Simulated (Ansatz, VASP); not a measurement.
## Y3Ge: VASP beside Ansatz

Contents of INCAR:

```
SYSTEM = Y3Ge
PREC = Accurate
ENCUT = 600
EDIFF = 1E-7
ISMEAR = -1
SIGMA = 0.05
LREAL = .FALSE.
LASPH = .TRUE.
NELM = 60
ALGO = Normal
ISIF = 3
LWAVE = .FALSE.
LCHARG = .FALSE.
GGA = PE
IBRION = 2
NSW = 40
EDIFFG = -0.01
```

File KPOINTS:

```
Automatic mesh
0
G
  6 6 6
  0 0 0
```

Contents of POSCAR:

```
Y3Ge
1.0
   -2.2653940000      2.2653940000      5.1970200000
    2.2653940000     -2.2653940000      5.1970200000
    2.2653940000      2.2653940000     -5.1970200000
Y Ge
3 1
Direct
    0.5000000000      0.5000000000      0.0000000000
    0.2500000000      0.7500000000      0.5000000000
    0.7500000000      0.2500000000      0.5000000000
    0.0000000000      0.0000000000      0.0000000000
```

Contents of input.yaml:

```yaml
crystal:
  lattice:
    - [-2.265394, 2.265394, 5.19702]
    - [2.265394, -2.265394, 5.19702]
    - [2.265394, 2.265394, -5.19702]
  atoms:
    - { symbol: "Y", position: [0.5, 0.5, 0.0] }
    - { symbol: "Y", position: [0.25, 0.75, 0.5] }
    - { symbol: "Y", position: [0.75, 0.25, 0.5] }
    - { symbol: Ge, position: [0.0, 0.0, 0.0] }
hamiltonian:
  xc: pbe
  pseudopotentials: { kind: paw }
kpoints:
  mp_grid: { grid: [6, 6, 6] }
scf:
  occupations: { method: fermi_dirac, width: 0.05 }
output:
  forces: true
  stress: true
  eigenvalues: true
relax:
  f_tol: 0.01
  max_steps: 40
  cell: { stress_tol: 0.05 }
```

The cell comes from a database or a generator and needn't be the stable form of this composition.

Alike in both runs: task relaxation of cell and atoms; functional PBE; k mesh 6 × 6 × 6; occupations fermi-dirac, width 0.05 eV; no spin polarisation.

|  | VASP | Ansatz |
| --- | --- | --- |
| version | VASP 6.6.1 | Ansatz 0.2.0 |
| potentials or method | VASP PAW PBE potentials, release 64 (Y_sv, Ge_d) | Ansatz PAW |
| plane-wave cutoff (eV) | 600 | 420 |
| valence electrons in the cell | 47 | 47 |

VASP gave:

| Item | Value |
| --- | --- |
| gap on the k mesh at the Fermi level, each at its own relaxed structure (eV) | none |
| relaxed volume (Å³/atom) | 26.54 |
| relaxed cell length with the largest relative difference (Å) | 6.094 |

Question: What did Ansatz give for the same quantities?

Answer: gap on the k mesh at the Fermi level, each at its own relaxed structure (eV): none; relaxed volume (Å³/atom): 26.57; relaxed cell length with the largest relative difference (Å): 6.095.

A gap of «none» marks a metal or a gap that the smearing closes.

Caveats: the plane-wave basis is chosen anew once the cell has moved, so the energies of steps on either side of that aren't comparable (Ansatz).
